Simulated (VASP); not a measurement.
MgTe (zinc blende):

```
CELL_PARAMETERS angstrom
      0.00000     3.21000     3.21000
      3.21000     0.00000     3.21000
      3.21000     3.21000     0.00000
ATOMIC_POSITIONS crystal
  Mg 0.00000 0.00000 0.00000
  Te 0.25000 0.25000 0.25000
```

The lowest empty band near Γ, direction [100], from mBJ (TB09) with spin-orbit coupling in VASP (PAW); its two spin partners are averaged. The gap over the points computed is 3.31 eV, and the next band on that side lies 2.45 eV away at the edge.

Numerical set-up: 400 eV cut-off, 8×8×8 Γ-centred mesh, Gaussian smearing of 0.050 eV, potentials Mg Te.

```tsv
distance from the edge in k (1/Å)	distance in energy (meV)
0.018	5.5
0.025	10.6
0.035	20.7
0.050	41.9
0.070	81.2
```

Q: Fit E(1 + αE) = ħ²k²/2m* (ħ²/2m0 = 3.810 eV Å²) and predict the row at 0.095 1/Å.

A: Least squares on the energies gives the electron mass m* = 0.224 m0 and α = 0.31 per eV, and so 146.6 meV. The run gave 146.8 meV, +0.2 meV from the fit.

Left out are points under 3 meV from the edge, since the levels carry 0.1 meV, and points farther than half the way to the next band.

The compound is MgTe in the zinc blende structure, whereas wurtzite is the usual form. The cell was not relaxed at this level.
